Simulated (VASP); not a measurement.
Here is a VASP 6.6.1 calculation.

Contents of INCAR:

```
PREC = Accurate
ENCUT = 520
EDIFF = 1E-6
ISMEAR = 0
SIGMA = 0.05
LREAL = False
LASPH = True
NELM = 100
ALGO = Normal
ISIF = 2
LWAVE = False
LCHARG = False
GGA = PS
NBANDS = 31
```

File KPOINTS:

```
Automatic mesh
0
Gamma
  4 4 4
```

Contents of POSCAR:

```
Ag3TeCl
1.0
    6.5544988631      0.0000000000      0.0000000000
    0.0000000000      6.5544988631      0.0000000000
    0.0000000000      0.0000000000      6.5544988631
Cl Te Ag
1 1 3
Direct
    0.0000000000      0.0000000000      0.0000000000
    0.5000000000      0.5000000000      0.5000000000
    0.5000000000      0.5000000000      0.0000000000
    0.5000000000      0.0000000000      0.5000000000
    0.0000000000      0.5000000000      0.5000000000
```

Potentials or basis: VASP PAW PBE potentials, release 64 (Cl, Te, Ag).

Run with:

```bash
$ cat potpaw_PBE.64/Cl/POTCAR potpaw_PBE.64/Te/POTCAR potpaw_PBE.64/Ag/POTCAR > POTCAR
$ mpirun -np 1 vasp_std > vasp.out
```

(1) What does it give for the pressure?

(2) What does it give for the band gap on the k mesh?

## Answers

(1) -4.7 GPa.

(2) 0.12 eV, indirect (least direct gap 0.14 eV).

Caveat: the PAW data sets were made with another functional, which shifts forces and pressure a little; spin-orbit coupling is left out, which moves the levels of the heavy elements.
